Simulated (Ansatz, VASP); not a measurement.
**CaCuH2 and the effect of the dispersion correction**

The cell as given:

```
Ca Cu H
1.0
     1.94524    1.12309    4.35738
    -1.94524    1.12309    4.35738
     0.00000   -2.24617    4.35738
Ca Cu H
1 1 2
Direct
  0.50000 0.50000 0.50000
  0.00000 0.00000 0.00000
  0.88181 0.88181 0.88181
  0.11819 0.11819 0.11819
```

The cell comes from a database or a generator and needn't be the stable form of this composition.

Kept alike: task relaxation of cell and atoms; functional PBE; k mesh 6 × 6 × 6; occupations fermi-dirac, width 0.05 eV; no spin polarisation. Program: Ansatz, Ansatz PAW, cutoff 420 eV. The mesh is that of the run's cell of 4 atoms. No spin-orbit coupling.

| dispersion correction | volume (Å³/atom) |
| --- | --- |
| D3(BJ) | 13.488 |
| D4 | 13.765 |
| none | 14.273 |

The relaxations keep at least the cell's symmetry (R-3m). For a metal such a mesh leaves the last digits unconverged. Relaxations stop with a little pressure left, so the last digits of a volume or edge aren't settled.

**Question.** What does the dispersion correction change here?

**Answer.** The volume runs from 13.488 (D3(BJ)) to 14.273 Å³/atom (none). Against no correction: D3(BJ) -5.5 %; D4 -3.6 %. Dispersion terms mostly attract and so lower the volume; the schemes' coefficients and damping set how far. A twin series (VASP, PBE PAW files Ca_sv, Cu, H, 600 eV) moves it by +0.7952 between D3(BJ) and none, against +0.7856 Å³/atom here.
